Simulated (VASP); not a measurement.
VASP ran on this input.

### INCAR
```
SYSTEM = ZnCu2SnSe4
PREC = Accurate
ENCUT = 300
EDIFF = 1E-6
NELM = 100
ALGO = Normal
LREAL = .FALSE.
LASPH = .TRUE.
ISMEAR = 1
SIGMA = 0.272
GGA = PE
LMAXMIX = 4
LWAVE = .FALSE.
LCHARG = .FALSE.
ISIF = 2
```

### POSCAR
```
ZnCu2SnSe4
1
   -2.9289200000     2.9289200000     5.8259270000
    2.9289200000    -2.9289200000     5.8259270000
    2.9289200000     2.9289200000    -5.8259270000
Zn Cu Sn Se
1 2 1 4
Direct
  0.7500000000   0.2500000000   0.5000000000
  0.2500000000   0.7500000000   0.5000000000
  0.0000000000   0.0000000000   0.0000000000
  0.5000000000   0.5000000000   0.0000000000
  0.6297500000   0.6365300000   0.5262400000
  0.3634700000   0.8897100000   0.9932200000
  0.1102900000   0.1035100000   0.4737600000
  0.8964900000   0.3702500000   0.0067800000
```

KPOINTS:
```
Automatic
0
gamma
4 4 4
0 0 0
```

POTCAR, in this order: Zn Cu Sn_d Se (PBE.64 set). Program: vasp_std.

### Question
Write an equivalent input for Quantum ESPRESSO's pw.x.

### Answer
One equivalent input (not run):
```
&CONTROL
  calculation = 'scf'
  pseudo_dir = './pseudo'
  outdir = './out'
  tprnfor = .true.
  tstress = .true.
/
&SYSTEM
  ibrav = 0
  nat = 8
  ntyp = 4
  ecutwfc = 92
  occupations = 'smearing'
  smearing = 'methfessel-paxton'
  degauss = 0.01999
  input_dft = 'pbe'
/
&ELECTRONS
  conv_thr = 7.3e-08
  electron_maxstep = 100
/
ATOMIC_SPECIES
  Zn 65.380 Zn.upf
  Cu 63.546 Cu.upf
  Sn 118.710 Sn.upf
  Se 78.971 Se.upf
CELL_PARAMETERS angstrom
    -2.9289200    2.9289200    5.8259270
     2.9289200   -2.9289200    5.8259270
     2.9289200    2.9289200   -5.8259270
ATOMIC_POSITIONS crystal
  Zn   0.7500000  0.2500000  0.5000000
  Cu   0.2500000  0.7500000  0.5000000
  Cu   0.0000000  0.0000000  0.0000000
  Sn   0.5000000  0.5000000  0.0000000
  Se   0.6297500  0.6365300  0.5262400
  Se   0.3634700  0.8897100  0.9932200
  Se   0.1102900  0.1035100  0.4737600
  Se   0.8964900  0.3702500  0.0067800
K_POINTS automatic
  4 4 4 0 0 0
```
What does not carry over: the potentials are each code's own (VASP's PAW set, PseudoDojo norm-conserving files in pw.x), so ENCUT and ecutwfc are chosen apart and not converted; conv_thr bounds pw.x's estimated SCF error, while EDIFF bounds the energy change between steps.

The structure comes from a computed database's ZnCu2SnSe4 entry, a phase known from measurement. The cell was not relaxed at this level. The k-mesh is coarse (spacing up to 0.38 per Å, 2π included), so the numbers may not be converged in it.
